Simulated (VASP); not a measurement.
Cost and result of VASP (PAW) for the band gap of MgSe (rock salt). Gaps are without spin-orbit coupling. Each level names its cell: its own relaxed one, PBE's, or the starting one. A gap is the smallest over the k-mesh and a band path; hybrids may have named points in place of the path, and GW has the mesh alone. The cost counts the self-consistent run with its band path or extra points (for GW, with the PBE run and the diagonalisation ahead of it), each on the mesh and cut-off of its row, so the ratios hold those differences too. With PBE it took about 20 core-seconds. Costs are core time on shared hosts, one run each; read them as rough ratios.

```json
[
 {"level": "PBE-D3(BJ) (own cell)", "k-mesh": "9×9×9", "cut-off (eV)": "520", "band gap (eV)": "1.83", "cost over PBE": "within a factor of 2"},
 {"level": "PBE (own cell)", "k-mesh": "9×9×9", "cut-off (eV)": "520", "band gap (eV)": "1.75", "cost over PBE": "reference"},
 {"level": "optB88-vdW (own cell)", "k-mesh": "9×9×9", "cut-off (eV)": "520", "band gap (eV)": "1.82", "cost over PBE": "within a factor of 2"},
 {"level": "rev-vdW-DF2 (own cell)", "k-mesh": "9×9×9", "cut-off (eV)": "520", "band gap (eV)": "1.78", "cost over PBE": "within a factor of 2"},
 {"level": "revTPSS (own cell)", "k-mesh": "9×9×9", "cut-off (eV)": "520", "band gap (eV)": "___", "cost over PBE": "about 4 times"},
 {"level": "SCAN (own cell)", "k-mesh": "9×9×9", "cut-off (eV)": "520", "band gap (eV)": "2.42", "cost over PBE": "about 4 times"},
 {"level": "r2SCAN (own cell)", "k-mesh": "9×9×9", "cut-off (eV)": "520", "band gap (eV)": "2.45", "cost over PBE": "about 5 times"},
 {"level": "B3LYP (PBE cell)", "k-mesh": "6×6×6", "cut-off (eV)": "520", "band gap (eV)": "___", "cost over PBE": "___"}
]
```

Task: Complete the blanks.

Result: 
- revTPSS (own cell), band gap (eV): 2.07
- B3LYP (PBE cell), band gap (eV): 3.03
- B3LYP (PBE cell), cost over PBE: about 20 times

Left out are levels that failed, ran on another kind of processor or have no fit band path; at most nine are shown.

The compound is MgSe in the rock salt structure.
